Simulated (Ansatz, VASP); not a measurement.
## BP in two plane-wave programs

One calculation is typed for both programs; each brings its own data sets. How far apart do they land? The cell is taken from a series of runs on this material, whose earlier steps may have relaxed, scaled, displaced or heated it; both programs get it as it stands.

Main program and level: Ansatz 0.2.0; plane waves, with VASP 6.6.1 beside it; PBE.

**1. Starting point**

Symmetry: F-43m, No. 216, cubic system. The conventional cell has a = 4.571 Å, b = 4.571 Å, c = 4.571 Å, α = 90.00°, β = 90.00°, γ = 90.00°. B has 4 P at 1.98 Å nearest. Nearest to P lie 4 B at 1.98 Å. Farther neighbours are not listed.

**2. Ansatz: single point, PBE, pair 1**

Ansatz runs on its default PAW (the set named soft_2) files.

With cell and atoms fixed, the geometry can't cause a difference; cores, projectors, grids and the points listed under the comparison can.

input.yaml

```yaml
crystal:
  lattice:
    - [0.0, 2.2854998608, 2.2854998608]
    - [2.2854998608, 0.0, 2.2854998608]
    - [2.2854998608, 2.2854998608, 0.0]
  atoms:
    - { symbol: B, position: [0.0, 0.0, 0.0] }
    - { symbol: P, position: [0.25, 0.25, 0.25] }
kpoints:
  mp_grid: { grid: [12, 12, 12] }
hamiltonian:
  xc: pbe
scf:
  occupations: { method: fixed }
output:
  forces: true
  stress: true
  eigenvalues: true
```

The run is started by

```console
$ ansatz run input.yaml --threads 2 --pin off --max-ram 5120MiB --backend cpu --events-out ev --progress --plain --runs-dir out
```

Numbers of over 12 decimals in the logs are rounded to 6 here.

The log of the run:

```text
Engine: ansatz 0.2.0, x86_64-unknown-linux-gnu
Pseudopotentials: kind: paw
Pseudopotential: B, paw, valence charge 3, recommended cutoff 420 eV (normal), B.paw.azcp
Pseudopotential: P, paw, valence charge 5, recommended cutoff 420 eV (normal), P.paw.azcp
Functional definition: PBE
  parameter kappa = 0.804
  parameter beta = 0.066725
  exchange = pbe_x(kappa = kappa, mu = beta*pi^2/3)
  correlation = pbe_c(beta = beta)
Crystal: 2 atoms, lattice volume = 23.877 Å³
Basis set: ecut = 420 eV, 459 PW (Γ), exchange–correlation on 48×48×48 points (8 copies of the dense FFT grid, shifted against one another)
Bands: 8, of which v1, the nominal top of the filled ones, is band 4 counted from 1 (3 counted from 0)
Symmetry: 24 space group operations
Space group: F-43m (ITA 216), of the structure as read, at distance tolerance 2.9e-5 Å
k-points: 72 of 1728 (time reversal used)
Non-local potential: B, projectors of the file, l = 0: 2, l = 1: 2, l = 2: 1
Non-local potential: P, projectors of the file, l = 0: 2, l = 1: 2, l = 2: 2
PAW form: soft (Blöchl's): semilocal exchange-correlation on the pseudo side does not see the compensation charge
PAW one-centre angular grid: B, 110 points (default); XC on 64 Gauss nodes
PAW one-centre angular grid: P, 110 points (default); XC on 64 Gauss nodes
Initial density: superposition of atomic densities (neutral atoms: chi_scale 0, normalization atom), corrected by the library's trained network
Initial wavefunctions: pseudopotential atomic-orbital guess
Functional: x = pbe(κ = 0.804, μ = 0.219515), c = pbe(β = 0.066725)
SCF iter   1: F=—  HF=-912.444603 eV  |F-HF|=—  |Δ(HF+E_count)|=         —  Δρ=1.57e-3  dr2=5.62e-4  ethr=1.77e-3  ⟨swp⟩=5.1  Hψ=4222  notcnv=0  defer=135
preconditioner: auto → none  [insulator: Δε(μ)=1.266 eV  Ē_g=12.635 eV  n_scr=0 (ndim 8)  ℏωp=21.5 eV  f_vac=0.000  ε∞_Penn≈3.9]
SCF iter   2: F=—  HF=-912.444689 eV  |F-HF|=—  |Δ(HF+E_count)|=   8.55e-5  Δρ=8.98e-4  dr2=1.99e-4  ethr=7.02e-6  ⟨swp⟩=2.4  Hψ=1597  notcnv=0  defer=137
SCF iter   3: F=—  HF=-912.444645 eV  |F-HF|=—  |Δ(HF+E_count)|=   4.35e-5  Δρ=4.09e-4  dr2=1.99e-5  ethr=2.48e-6  ⟨swp⟩=2.0  Hψ=811  notcnv=0  defer=131
SCF iter   4: F=—  HF=-912.444667 eV  |F-HF|=—  |Δ(HF+E_count)|=   2.21e-5  Δρ=1.48e-4  dr2=6.78e-6  ethr=2.48e-7  ⟨swp⟩=2.0  Hψ=866  notcnv=0  defer=128
SCF iter   5: F=—  HF=-912.444666 eV  |F-HF|=—  |Δ(HF+E_count)|=   1.72e-6  Δρ=4.94e-5  dr2=7.60e-7  ethr=8.47e-8  ⟨swp⟩=1.9  Hψ=774  notcnv=0  defer=127
SCF iter   6: F=-912.444665 eV  HF=-912.444665 eV  |F-HF|=4.87e-8  |Δ(HF+E_count)|=   2.00e-7  Δρ=1.46e-5  dr2=6.69e-8  ethr=1.25e-9  ⟨swp⟩=7.7  Hψ=3991  notcnv=0
SCF 1 converged in 6 iterations: F = -912.444665 eV  dr2 = 6.69e-8
  greatest PAW one-centre occupation: 0.773 electrons in one spin orbital (limit 2), on the P atom at site 1 (counted from 0), in its partial waves of l = 0
SCF converged after 6 iterations
Free energy (F): -912.444665 eV
Harris-Foulkes:  -912.444665 eV  (|F-HF|=4.87e-8)
Internal energy: -912.444665 eV  (E = F + TS)
E sigma→0 (E₀):  -912.444665 eV
Fermi energy:    8.969736 eV
--- Per-component energies (eV) ---
  E_band       = 20.496986
  E_kinetic    = 120.622245
  E_local      = -69.450938  (includes V_loc(G=0)·N_el)
  E_nonlocal   = 44.891625
  E_hartree    = 17.326896
  E_xc         = -94.496102
  E_vxc        = -100.058917  (∫ρ·V_xc dr)
  E_paw        = -647.907942  (= ΣΔE_a)
  E_vpaw       = -10.161174  (= ΣTr[D̂ρ^β])
  E_aug_tail   = 0.000000  (compensation charges beyond the density's cutoff)
  E_ewald      = -283.430450
  E_smearing   = -0.000000  (= −TS)
  E_closure    = 0.000000  (closes the sum)
  Σ components = -912.444665   (vs F -912.444665, Δ=0.00e0)
--- Forces (eV/Å), atoms counted from 1 ---
  atom   1  B      0.00000000    -0.00000000     0.00000000
  atom   2  P     -0.00000000     0.00000000    -0.00000000
  max |Σ_I F_I| component: 3.52e-16 eV/Å
--- Stress (GPa, compression-positive) ---
       -2.338317       0.000000      -0.000000
       -0.000000      -2.338317       0.000000
       -0.000000       0.000000      -2.338317
  P = ⅓ Tr σ = -2.3383 GPa (-23.383 kbar)
--- Band table (eV; the first three rows and the last of 72) ---
  k-point 0: bands = ["-6.2945", "8.9697", "8.9697", "8.9697", "12.3424", "12.3424", "12.3425", "16.0128"]
  k-point 1: bands = ["-6.1716", "8.0213", "8.7605", "8.7605", "12.6311", "12.6311", "12.6769", "16.3958"]
  k-point 2: bands = ["-5.8061", "6.1714", "8.3176", "8.3176", "12.9078", "13.2290", "13.2290", "17.3604"]
  k-point 71: bands = ["-1.2983", "1.0026", "3.4231", "3.6278", "14.3002", "15.6806", "16.0751", "16.2852"]
```

The run ends at a pressure of -2.34 GPa.

**3. VASP: single point, PBE, pair 1**

The same cell, functional and mesh now go to VASP, with its own data sets.

Lines of VASP's logs that name or quote its potential files are left out, and so is its time.

INCAR

```
SYSTEM = BP
PREC = Accurate
ENCUT = 500
EDIFF = 1E-06
NELM = 120
ISMEAR = 0
SIGMA = 0.01
LREAL = .FALSE.
ALGO = Normal
GGA = PE
NBANDS = 10
LORBIT = 11
LWAVE = .FALSE.
LCHARG = .FALSE.
ISIF = 2
LASPH = .TRUE.
GGA_COMPAT = .FALSE.
EFERMI = MIDGAP
```

POSCAR

```
BP
1.0
    0.0000000000      2.2854998608      2.2854998608
    2.2854998608      0.0000000000      2.2854998608
    2.2854998608      2.2854998608      0.0000000000
B P
1 1
Direct
    0.0000000000      0.0000000000      0.0000000000
    0.2500000000      0.2500000000      0.2500000000
```

KPOINTS

```
Automatic mesh
0
Gamma
12 12 12
0 0 0
```

PAW data sets: B and P (PBE family, release 64).

The run is started by

```console
$ mpirun -np 1 vasp_std
```

The log of the run:

```text
[banner, memory and clock lines left out]
running    1 mpi-ranks, on    1 nodes
 distrk:  each k-point on    1 cores,    1 groups
 distr:  one band on    1 cores,    1 groups

 POSCAR found type information on POSCAR B P
 POSCAR found :  2 types and       2 ions
 LDA part: xc-table for (Slater+PW92), standard interpolation
 POSCAR, INCAR and KPOINTS ok, starting setup
 FFT: planning ... GRIDC
 FFT: planning ... GRID_SOFT
 FFT: planning ... GRID
 WAVECAR not read
 entering main loop
       N       E                     dE             d eps       ncg     rms          rms(c)
DAV:   1     0.751465354652E+01    0.75147E+01   -0.38358E+03  1448   0.694E+02
DAV:   2    -0.130905651747E+02   -0.20605E+02   -0.19556E+02  2030   0.108E+02
DAV:   3    -0.135877315901E+02   -0.49717E+00   -0.49566E+00  1770   0.153E+01
DAV:   4    -0.135898677386E+02   -0.21361E-02   -0.21358E-02  1788   0.111E+00
DAV:   5    -0.135898767974E+02   -0.90587E-05   -0.90586E-05  1746   0.698E-02    0.698E+00
DAV:   6    -0.130191297347E+02    0.57075E+00   -0.13860E+00  1630   0.541E+00    0.379E+00
DAV:   7    -0.129350284867E+02    0.84101E-01   -0.21969E-01  1870   0.250E+00    0.129E+00
DAV:   8    -0.129273723595E+02    0.76561E-02   -0.27508E-02  1648   0.975E-01    0.196E-01
DAV:   9    -0.129276856735E+02   -0.31331E-03   -0.66100E-04  1664   0.185E-01    0.115E-01
DAV:  10    -0.129278861085E+02   -0.20043E-03   -0.28893E-04  1700   0.111E-01    0.289E-02
DAV:  11    -0.129278956388E+02   -0.95303E-05   -0.10268E-05  1864   0.229E-02    0.301E-02
DAV:  12    -0.129278966340E+02   -0.99521E-06   -0.39362E-06  1632   0.107E-02
   1 F= -.12927897E+02 E0= -.12927897E+02  d E =0.000000E+00
```

OUTCAR, selected parts (step 3):

```text
ion  position               nearest neighbor table
   1  0.000  0.000  0.000-   2 1.98   2 1.98   2 1.98   2 1.98
   2  0.250  0.250  0.250-   1 1.98   1 1.98   1 1.98   1 1.98

  LATTYP: Found a face centered cubic cell.
 ALAT       =     4.5709997216

 Subroutine GETGRP returns: Found 24 space group operations
 (whereof 24 operations were pure point group operations)

The static configuration has the point symmetry T_d .

 Found     72 irreducible k-points:

   k-points           NKPTS =     72   k-points in BZ     NKDIM =     72   number of bands    NBANDS=     10

   dimension x,y,z NGX =    24 NGY =   24 NGZ =   24
   dimension x,y,z NGXF=    48 NGYF=   48 NGZF=   48

   ENCUT  =  500.0 eV  36.75 Ry    6.06 a.u.   5.89  5.89  5.89*2*pi/ulx,y,z

   NELECT =       8.0000    total number of electrons

 k-points in reciprocal lattice and weights: Automatic mesh
   0.00000000  0.00000000  0.00000000       0.001
   0.08333333  0.00000000  0.00000000       0.005
   0.16666667  0.00000000  0.00000000       0.005
   0.25000000  0.00000000  0.00000000       0.005
   0.33333333  0.00000000  0.00000000       0.005
   0.41666667  0.00000000  0.00000000       0.005
   0.50000000  0.00000000  0.00000000       0.002
   0.08333333  0.08333333  0.00000000       0.003
   0.16666667  0.08333333  0.00000000       0.014
[...]
-0.33333333  0.50000000  0.16666667       0.007
  -0.25000000  0.50000000  0.25000000       0.003

 average (electrostatic) potential at core
       1 -25.1017       2 -81.5251

 E-fermi :   7.8107

 k-point     1 :       0.0000    0.0000    0.0000
  band No.  band energies     occupation
      1      -8.0902      2.00000
      2       7.1775      2.00000
      3       7.1775      2.00000
      4       7.1775      2.00000
      5      10.5472      0.00000
      6      10.5472      0.00000
      7      10.5472      0.00000
      8      14.2231      0.00000
      9      18.5458      0.00000
    ...

 k-point     2 :       0.0833    0.0000    0.0000
  band No.  band energies     occupation
      1      -7.9672      2.00000
      2       6.2278      2.00000
      3       6.9679      2.00000
      4       6.9679      2.00000
      5      10.8371      0.00000
      6      10.8371      0.00000
      7      10.8845      0.00000
      8      14.6060      0.00000
      9      18.7306      0.00000
    ...

 k-point     3 :       0.1667    0.0000    0.0000
  band No.  band energies     occupation
      1      -7.6014      2.00000
      2       4.3765      2.00000
      3       6.5245      2.00000
      4       6.5245      2.00000
      5      11.1180      0.00000
      6      11.4373      0.00000
      7      11.4373      0.00000
      8      15.5708      0.00000
      9      18.0806      0.00000
    ...

  Total       -0.3799747     -0.3799747     -0.3799747      0.0000000      0.0000000      0.0000000
  in kB      -25.4971502    -25.4971502    -25.4971502      0.0000000      0.0000000      0.0000000
  external PRESSURE =     -25.4971502 kB  Pullay stress =       0.0000000 kB

  energy-cutoff  :      500.00
  volume of cell :       23.88
      direct lattice vectors                 reciprocal lattice vectors
     0.000000000  2.285499861  2.285499861    -0.218770523  0.218770523  0.218770523
     2.285499861  0.000000000  2.285499861     0.218770523 -0.218770523  0.218770523
     2.285499861  2.285499861  0.000000000     0.218770523  0.218770523 -0.218770523

 POSITION                                       TOTAL-FORCE (eV/Angst)
 -----------------------------------------------------------------------------------
      0.00000      0.00000      0.00000         0.000000     -0.000000      0.000000
      1.14275      1.14275      1.14275        -0.000000      0.000000     -0.000000
 -----------------------------------------------------------------------------------
    total drift:                                0.000000      0.000000      0.000000

  FREE ENERGIE OF THE ION-ELECTRON SYSTEM (eV)
  ---------------------------------------------------
  free  energy   TOTEN  =       -12.9278966340 eV

  energy  without entropy=      -12.9278966340  energy(sigma->0) =      -12.92789663

 total charge
# of ion       s       p       d       tot
------------------------------------------
    1        0.663   1.248   0.000   1.911
    2        0.992   1.563   0.000   2.555
--------------------------------------------------
tot          1.655   2.811   0.000   4.466

[... 3 further parts left out ...]
```

The run ends at a pressure of -2.55 GPa.

**4. Comparison**

Known differences besides the potentials themselves: fixed occupations in Ansatz, narrow Gaussian smearing in VASP; the cutoff is 420 eV in Ansatz and 500 eV in VASP. Total energies have different zeros and are not compared.

The two programs side by side:

```csv
quantity,Ansatz,VASP,difference
pressure (GPa),-2.34,-2.55,+0.21
gap on the k mesh (eV),1.270,1.266,+0.004
```

A gap on the mesh is an upper bound, since the band edges may lie between its points.

**5. VASP: single point, PBE, pair 2**

With cell and atoms fixed, the geometry can't cause a difference; cores, projectors, grids and the points listed under the comparison can. The cell compared in this pair holds 23.17 Å³, against 23.88 Å³ for the pair before.

INCAR is that of step 3.

POSCAR

```
BP
1.0
    0.0000000000      2.2627570599      2.2627570599
    2.2627570599      0.0000000000      2.2627570599
    2.2627570599      2.2627570599      0.0000000000
B P
1 1
Direct
    0.0000000000      0.0000000000      0.0000000000
    0.2500000000      0.2500000000      0.2500000000
```

KPOINTS is that of step 3.

The run is started by

```console
$ mpirun -np 1 vasp_std
```

The log of the run:

```text
[... set-up lines as in an earlier step ...]
 entering main loop
       N       E                     dE             d eps       ncg     rms          rms(c)
DAV:   1     0.909627612503E+01    0.90963E+01   -0.39409E+03  1440   0.699E+02
DAV:   2    -0.131524503994E+02   -0.22249E+02   -0.21209E+02  2130   0.109E+02
DAV:   3    -0.136516767817E+02   -0.49923E+00   -0.49810E+00  1766   0.156E+01
DAV:   4    -0.136535537856E+02   -0.18770E-02   -0.18766E-02  1810   0.107E+00
[...]
DAV:  10    -0.129284300308E+02   -0.19655E-03   -0.28320E-04  1714   0.110E-01    0.295E-02
DAV:  11    -0.129284392145E+02   -0.91837E-05   -0.99594E-06  1860   0.225E-02    0.318E-02
DAV:  12    -0.129284401836E+02   -0.96914E-06   -0.39369E-06  1628   0.108E-02
   1 F= -.12928440E+02 E0= -.12928440E+02  d E =0.000000E+00
```

Parts of OUTCAR (step 5):

```text
  Total        0.3308181      0.3308181      0.3308181     -0.0000000      0.0000000      0.0000000
  in kB       22.8747330     22.8747330     22.8747330     -0.0000000      0.0000000      0.0000000
  external PRESSURE =      22.8747330 kB  Pullay stress =       0.0000000 kB

 POSITION                                       TOTAL-FORCE (eV/Angst)
 -----------------------------------------------------------------------------------
      0.00000      0.00000      0.00000        -0.000000     -0.000000     -0.000000
      1.13138      1.13138      1.13138         0.000000      0.000000      0.000000
 -----------------------------------------------------------------------------------
    total drift:                                0.000000      0.000000      0.000000

  FREE ENERGIE OF THE ION-ELECTRON SYSTEM (eV)
  ---------------------------------------------------
  free  energy   TOTEN  =       -12.9284401836 eV

  energy  without entropy=      -12.9284401836  energy(sigma->0) =      -12.92844018

[... 1 part as in an earlier step ...]

[... 2 further parts left out ...]
[key lines of the parts left out:]
E-fermi :   8.1424
```

The run ends at a pressure of 2.29 GPa.

(Continued in part 2 of 2.)

[Lines on the potential files, build, host, timing and source positions are cut from VASP's logs without a mark.]

[Logs are printed without paths, hosts, clocks, repeated set-up lines and the standing remarks that a program may print on its own settings, such as how far it seeks lower states.]

[Hosts, paths, dates, database ids (printed as entryN), source tags and the programs' standing remarks are cut or masked in the printed files.]
